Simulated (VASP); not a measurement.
# Mg(0001) over its thickness, part 3 of 3

How many layers does a slab of Mg(0001) need before surface energy, work function and relaxation settle?

VASP 6.6.1; PBE; plane waves and PAW (Mg).

So far. Step 19 (The vacuum level, layers 11): The vacuum level lies 3.71 eV above the Fermi level at the upper face; both faces agree, as the slab has next to no dipole. Step 20 (Surface relaxation, layers 12): The run ended after 20 ionic steps, 0.005 eV below its first step, once the forces on the free atoms met EDIFFG = -0.01.

### Step 21. The vacuum level, layers 12

INCAR reads:

```
SYSTEM = Mg
PREC = Normal
ENCUT = 320
EDIFF = 1E-06
NELM = 120
ISMEAR = 1
SIGMA = 0.15
LREAL = .FALSE.
ALGO = Fast
GGA = PE
NBANDS = 24
LORBIT = 11
LWAVE = .FALSE.
LCHARG = .FALSE.
KPAR = 4
IDIPOL = 3
LDIPOL = .TRUE.
DIPOL = 0.5 0.5 0.5
LVHAR = .TRUE.
LVACPOTAV = .TRUE.
```

POSCAR reads:

```
Mg
1.0
    3.1860766385      0.0000000000      0.0000000000
    1.5930383192      2.7592233073      0.0000000000
    0.0000000000      0.0000000000     43.6041828875
Mg
12
Direct
    0.6666666700      0.6666666700      0.1741887779
    0.0000000000      0.0000000000      0.2344483717
    0.6666666700      0.6666666700      0.2936520609
    0.0000000000      0.0000000000      0.3528011242
    0.6666666700      0.6666666700      0.4116777988
    0.0000000000      0.0000000000      0.4706748300
    0.6666666700      0.6666666700      0.5293251700
    0.0000000000      0.0000000000      0.5883222012
    0.6666666700      0.6666666700      0.6471988758
    0.0000000000      0.0000000000      0.7063479391
    0.6666666700      0.6666666700      0.7655516283
    0.0000000000      0.0000000000      0.8258112221
```

KPOINTS reads:

```
Automatic mesh
0
Gamma
12 12 1
0 0 0
```

Potentials, in the order of the species: Mg (PBE family, release 64).

On the command line:

```bash
mpirun -np 4 vasp_std
```

Run time: 62 s. Hardware: 4 MPI ranks of AMD EPYC 7571, shared host; peak memory 0.8 GiB; 4 min of CPU time.

The planar average of the electrostatic potential oscillates, so the rows of the table below give means over windows of 2.61 Å about each position, cut where the curve ends. Its maxima inside the range that stand out by 2 % of the span (Å: eV): 8.9: 0.992, 11.5: 0.891, 14.1: 0.897, 16.7: 0.859, 19.2: 0.859, 21.8: 0.854, 24.4: 0.859, 26.9: 0.859, 29.5: 0.897, 32.1: 0.891, 34.7: 0.992. Its minima: 7.6: -6.45, 10.2: -6.39, 12.8: -6.40, 15.3: -6.41, 17.9: -6.46, 20.6: -6.42, 23.1: -6.42, 25.7: -6.46, 28.3: -6.41, 30.8: -6.40, 33.4: -6.39, 36.0: -6.45.

Zero at the Fermi level. Planar average of the electrostatic potential against height; means over each step:

```tsv
height (Å)	planar average of the electrostatic potential (eV)
1.30	3.70
3.92	3.67
6.53	-0.641
9.14	-2.54
11.75	-2.68
14.36	-2.70
16.97	-2.74
19.58	-2.72
22.19	-2.74
24.80	-2.72
27.41	-2.72
30.02	-2.67
32.63	-2.65
35.24	-2.58
37.85	2.10
40.46	3.69
43.07	3.70
```

The vacuum level lies 3.70 eV above the Fermi level at the upper face; both faces agree, as the slab has next to no dipole.

The program found no field-free point at its default tolerance, but its printed level agrees with the flat part of the planar average.

### Step 22. Relaxing the slab, layers 14

System of this step: Mg(0001). The cell holds 14 atoms: 14 Mg. Cell: a = 3.186 Å, b = 3.186 Å, c = 48.805 Å, α = 90.0°, β = 90.0°, γ = 60.0°. It derives from Mg. 14 layers of hcp Mg, cut at this functional's lattice. Vacuum lies along c.

INCAR reads:

```
SYSTEM = Mg
PREC = Normal
ENCUT = 320
EDIFF = 1E-06
NELM = 120
ISMEAR = 1
SIGMA = 0.15
LREAL = Auto
ALGO = Fast
GGA = PE
NBANDS = 28
LORBIT = 11
LWAVE = .FALSE.
LCHARG = .FALSE.
KPAR = 4
IBRION = 2
NSW = 50
ISIF = 2
EDIFFG = -0.01
POTIM = 0.4
MAXMIX = 40
```

POSCAR reads:

```
Mg
1.0
    3.1860766385      0.0000000000      0.0000000000
    1.5930383192      2.7592233073      0.0000000000
    0.0000000000      0.0000000000     48.8049434125
Mg
14
Direct
    0.6666666700      0.6666666700      0.1536729600
    0.0000000000      0.0000000000      0.2069540400
    0.6666666700      0.6666666700      0.2602351200
    0.0000000000      0.0000000000      0.3135162100
    0.6666666700      0.6666666700      0.3667972900
    0.0000000000      0.0000000000      0.4200783700
    0.6666666700      0.6666666700      0.4733594600
    0.0000000000      0.0000000000      0.5266405400
    0.6666666700      0.6666666700      0.5799216300
    0.0000000000      0.0000000000      0.6332027100
    0.6666666700      0.6666666700      0.6864837900
    0.0000000000      0.0000000000      0.7397648800
    0.6666666700      0.6666666700      0.7930459600
    0.0000000000      0.0000000000      0.8463270400
```

KPOINTS is that of step 21.

On the command line:

```bash
mpirun -np 4 vasp_std
```

Elapsed: 6.7 min, on 4 MPI ranks; peak memory 0.94 GiB.

The run ended after 21 ionic steps, 0.005 eV below its first step, once the forces on the free atoms met EDIFFG = -0.01.

### Step 23. The vacuum level, layers 14

INCAR, as its differences from that of step 22:

```diff
@@ -15,7 +15,6 @@
 KPAR = 4
-IBRION = 2
-NSW = 50
-ISIF = 2
-EDIFFG = -0.01
-POTIM = 0.4
-MAXMIX = 40
+IDIPOL = 3
+LDIPOL = .TRUE.
+DIPOL = 0.5 0.5 0.5
+LVHAR = .TRUE.
+LVACPOTAV = .TRUE.
```

POSCAR reads:

```
Mg
1.0
    3.1860766385      0.0000000000      0.0000000000
    1.5930383192      2.7592233073      0.0000000000
    0.0000000000      0.0000000000     48.8049434125
Mg
14
Direct
    0.6666666700      0.6666666700      0.1548316406
    0.0000000000      0.0000000000      0.2088282565
    0.6666666700      0.6666666700      0.2619110883
    0.0000000000      0.0000000000      0.3148872299
    0.6666666700      0.6666666700      0.3678360353
    0.0000000000      0.0000000000      0.4208114877
    0.6666666700      0.6666666700      0.4735190183
    0.0000000000      0.0000000000      0.5264809817
    0.6666666700      0.6666666700      0.5791885123
    0.0000000000      0.0000000000      0.6321639647
    0.6666666700      0.6666666700      0.6851127701
    0.0000000000      0.0000000000      0.7380889117
    0.6666666700      0.6666666700      0.7911717435
    0.0000000000      0.0000000000      0.8451683594
```

KPOINTS is that of step 22.

On the command line:

```bash
mpirun -np 4 vasp_std
```

It took 71 s on 4 MPI ranks; peak memory 0.85 GiB; 4.6 min of CPU time.

The vacuum level lies 3.71 eV above the Fermi level at the upper face; both faces agree, as the slab has next to no dipole.

The program found no field-free point at its default tolerance, but its printed level agrees with the flat part of the planar average.

### Step 24. All thicknesses together

This step: a metal face over its thickness, PBE; plane waves and PAW (VASP 6.6.1).

This step runs nothing: it gathers the runs above.

Numbers from this step:

```
slope energy per layer      : -1.503 eV
surface energy from the fit : 0.5417 J/m²
```

Symmetric slabs, all atoms free; energies from the ends of the relaxations. Thickness series, by row:

```tsv
layers	slab energy plus 1.0 eV a layer (eV)	surface energy from the bulk run (J/m²)	work function (eV)	change of the top spacing (%)
4	-1.41	0.5644	3.808	2.6
5	-1.919	0.563	3.767	2.787
6	-2.403	0.5843	3.714	1.594
7	-2.919	0.5766	3.683	0.6392
8	-3.426	0.5762	3.647	0.6872
9	-3.935	0.5752	3.666	0.307
10	-4.441	0.5761	3.691	1.378
11	-4.931	0.5922	3.709	1.27
12	-5.434	0.5966	3.699	1.046
14	-6.441	0.6028	3.705	1.343
```

The third column takes -1.5074 eV an atom from the bulk run, over twice the area of 8.791 Å². The fit needs no bulk run: the intercept of energy against layers is twice the area times the surface energy.

### Step 25. Summary of results

```json
{
 "surface energy from the fit": "0.542 J/m²",
 "slope energy per layer": "-1.50 eV"
}
```

In words: A straight line through the slab energies from 7 to 12 layers gives a surface energy of 0.54 J/m² for Mg(0001); with one or two rows fewer at either end it runs from 0.50 to 0.58. Its slope differs from the bulk run's energy by 4.7 meV a layer, and the value counted from the bulk run goes from 0.56 J/m² at 4 layers to 0.60 at 12. Over the series the work function lies between 3.65 and 3.81 eV, and the top spacing changes by +0.3 to +2.8 %. Slabs of more than 12 layers ran with LREAL = Auto and the others without, so they are kept out of the line. The top spacing is counted from the bulk run's spacing, and the inner spacings of a slab can differ from that too. Swings with thickness mix quantum size effects with the sampling of the mesh and the force threshold.

[Lines on the potential files, build, host, timing and source positions are cut from VASP's logs without a mark.]

[Logs are printed without paths, hosts, clocks, repeated set-up lines and the standing remarks that a program may print on its own settings, such as how far it seeks lower states.]

[Hosts, paths, dates, database ids (printed as entryN), source tags and the programs' standing remarks are cut or masked in the printed files.]

[Runs that stopped without an error message from VASP are left out.]
